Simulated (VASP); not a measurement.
These are PBEsol GGA, VASP's PBE PAW potentials (set 64) (plane waves; VASP) values and carry that method's errors.

The input files of a VASP run:

KPOINTS:
```
Regular mesh
0
G
13 13 7
```

POSCAR:
```
PdC
1
    2.9869063322     0.0000000000     0.0000000000
   -1.4934531661     2.5867368196    -0.0000000000
    0.0000000000     0.0000000000     5.4158118371
Pd C
2 2
Direct
  0.0000000000   1.0000000000   0.0000000000
  0.0000000000   1.0000000000   0.5000000000
  0.3333330000   0.6666670000   0.2500000000
  0.6666670000   0.3333330000   0.7500000000
```

### INCAR
```
SYSTEM = PdC
PREC = Accurate
ENCUT = 520
EDIFF = 1E-7
NELM = 100
ALGO = Normal
LREAL = .FALSE.
LASPH = .TRUE.
ISMEAR = -5
GGA = PS
LMAXMIX = 4
LWAVE = .FALSE.
LCHARG = .TRUE.
LORBIT = 11
NEDOS = 601
ISIF = 2
LEFG = .TRUE.
```

POTCAR, in this order: Pd C (PBE.64 set). Program: vasp_std.

### Question
Estimate the energy per atom (σ→0), band gap (on the k-mesh).

### Answer

- energy per atom (σ→0): -6580 meV/atom
- band gap (on the k-mesh): none (metal, semimetal or under 0.01 eV)

File OSZICAR:
```
...
DAV:  10    -0.263213498410E+02    0.59848E-03   -0.25333E-02  3070   0.110E+00    0.188E-01
DAV:  11    -0.263213040460E+02    0.45795E-04   -0.43303E-04  3252   0.215E-01    0.394E-02
DAV:  12    -0.263213041602E+02   -0.11414E-06   -0.35038E-05  3120   0.567E-02    0.990E-03
DAV:  13    -0.263213043539E+02   -0.19370E-06   -0.23779E-06  3312   0.107E-02    0.406E-03
DAV:  14    -0.263213026853E+02    0.16685E-05   -0.31304E-06  3066   0.106E-02    0.315E-03
DAV:  15    -0.263213033200E+02   -0.63463E-06   -0.69510E-07  3052   0.509E-03    0.623E-04
DAV:  16    -0.263213033524E+02   -0.32462E-07   -0.27825E-08  1512   0.150E-03
   1 F= -.26321303E+02 E0= -.26321303E+02  d E =0.000000E+00
```

The structure was generated: PdC was put into the NiAs type type (P6_3/mmc), which need not be its known phase. It was relaxed first, which changed the volume by -14 %.
